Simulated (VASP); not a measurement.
Given:

```
CELL_PARAMETERS angstrom
     -1.56179     1.56179     1.56179
      1.56179    -1.56179     1.56179
      1.56179     1.56179    -1.56179
ATOMIC_POSITIONS crystal
  W  0.00000 0.00000 0.00000
```

Computed with PBE GGA, VASP's PBE PAW potentials (set 64) (plane waves; VASP). Numerical set-up: 500 eV cut-off, 16×16×16 Γ-centred mesh, first-order Methfessel-Paxton smearing of 0.10 eV, potentials W_sv.

Energy and stress use the plane-wave basis of the starting cell.

Q: The ions, cell shape and volume at an external pressure of 30.0 GPa are relaxed. What does this cell relax into?

A: 
```
CELL_PARAMETERS angstrom
     -1.54911     1.54911     1.54911
      1.54911    -1.54911     1.54911
      1.54911     1.54911    -1.54911
ATOMIC_POSITIONS crystal
  W  0.00000 0.00000 0.00000
```
Space group Im-3m (229), at a tolerance of 0.03 Å.

Q: How do energy and volume change from the first to the last step?

A: The energy (σ→0) changes by +57.1 meV/atom and the volume by -2.4 %, in 4 ionic steps.

The compound is W in the bcc structure. This run relaxes it under an external pressure of 30 GPa. Symmetry was kept, so distortions that lower it aren't found.
